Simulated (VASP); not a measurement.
Data:

```yaml
crystal:
  lattice:
    - [0.00000, 2.96280, 2.96280]
    - [2.96280, 0.00000, 2.96280]
    - [2.96280, 2.96280, 0.00000]
  atoms:
    - { symbol: Hg, position: [0.00000, 0.00000, 0.00000] }
    - { symbol: S, position: [0.25000, 0.25000, 0.25000] }
```

The numbers are results of PBE GGA with D3 dispersion (Becke-Johnson damping), VASP's PBE PAW potentials (set 64) (plane waves; VASP), not measurements. Numerical set-up: 520 eV cut-off, 12×12×12 Γ-centred mesh, tetrahedra with Blöchl corrections, potentials Hg S.

Unless said otherwise, spin-orbit coupling is left out, though it shifts the bands of the heavy elements here.

Question: Tabulate the total density of states (states/eV per cell) against energy (eV; zero at the valence-band maximum or, without a gap, the Fermi level).

Answer: 
```
E (eV) | DOS (states/eV)
    -9.98 |  0.00
    -9.86 |  0.00
    -9.62 |  0.00
    -9.50 |  0.00
    -9.26 |  0.00
    -9.14 |  0.00
    -8.90 |  0.00
    -8.78 |  0.00
    -8.66 |  0.00
    -8.42 |  0.00
    -8.30 |  0.00
    -8.06 |  0.00
    -7.94 |  0.00
    -7.82 |  0.00
    -7.58 |  0.00
    -7.46 |  0.00
    -7.22 |  0.00
    -7.10 |  0.00
    -6.86 | #### 2.19
    -6.74 | ################ 9.20
    -6.62 | ############################## 16.6
    -6.38 | ######### 5.05
    -6.26 | ######## 4.32
    -6.02 | ############################## 16.9
    -5.90 | ############## 7.75
    -5.78 | ##### 2.64
    -5.54 | #### 2.21
    -5.42 | # 0.76
    -5.18 |  0.03
    -5.06 | # 0.28
    -4.82 | ##### 3.02
    -4.70 | ### 1.85
    -4.58 | ## 1.33
    -4.34 | ## 0.91
    -4.22 | # 0.79
    -3.98 | # 0.61
    -3.86 | # 0.56
    -3.74 | # 0.51
    -3.50 | # 0.40
    -3.38 | # 0.37
    -3.14 | # 0.32
    -3.02 |  0.28
    -2.78 |  0.23
    -2.66 | ## 1.22
    -2.54 | ### 1.91
    -2.30 | ### 1.58
    -2.18 | ### 1.61
    -1.94 | #### 2.16
    -1.82 | #### 2.11
    -1.70 | #### 2.11
    -1.46 | #### 2.05
    -1.34 | #### 2.04
    -1.10 | #### 2.08
    -0.98 | #### 2.03
    -0.74 | ## 1.20
    -0.62 | ## 0.98
    -0.50 | # 0.78
    -0.26 | # 0.48
    -0.14 |  0.28
     0.10 |  0.00
     0.22 |  0.00
     0.34 |  0.01
     0.58 |  0.03
     0.70 |  0.04
     0.94 |  0.08
     1.06 |  0.10
     1.30 |  0.16
     1.42 |  0.20
     1.54 |  0.27
     1.78 | # 0.59
     1.90 | # 0.64
     2.14 | # 0.69
     2.26 | # 0.73
     2.38 | # 0.78
     2.62 | ## 0.89
     2.74 | ## 0.94
     2.98 | ## 1.21
     3.10 | ## 1.41
     3.34 | ### 1.52
     3.46 | # 0.77
```
Within 2 eV below the Fermi level the largest weight inside VASP's projection spheres is S p, then Hg d.

The compound is HgS in the zinc blende structure, metacinnabar; cinnabar is the stable form. It was relaxed first.
